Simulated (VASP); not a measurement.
Input:

```xyz
1
Lattice="0.0000 2.4750 2.4750 2.4750 0.0000 2.4750 2.4750 2.4750 0.0000" Properties=species:S:1:pos:R:3 pbc="T T T"
Pb     0.0000     0.0000     0.0000
```

All values below come from PBE GGA, VASP's PBE PAW potentials (set 64) (plane waves; VASP 6.6.1). Settings: 300 eV cut-off, 9×9×9 Γ-centred mesh, Fermi-Dirac smearing of 0.10 eV, potentials Pb_d.

Q: Give the energies of bands 6 to 9 at the high-symmetry points, in eV from the Fermi level.

A: 
| band | Γ | X | U | L | W |
|---|---|---|---|---|---|
| 6 | -11.66 | -6.62 | -6.71 | -8.04 | -6.52 |
| 7 | 7.51 | -3.17 | -2.19 | -4.11 | -1.27 |
| 8 | 7.51 | 2.15 | -1.13 | 5.68 | -1.27 |
| 9 | 7.51 | 2.15 | 3.08 | 5.68 | 0.36 |

It has no gap at this level: it comes out as a metal or semimetal.

The structure is a typed Pb crystal (Fm-3m). The cell was not relaxed at this level.
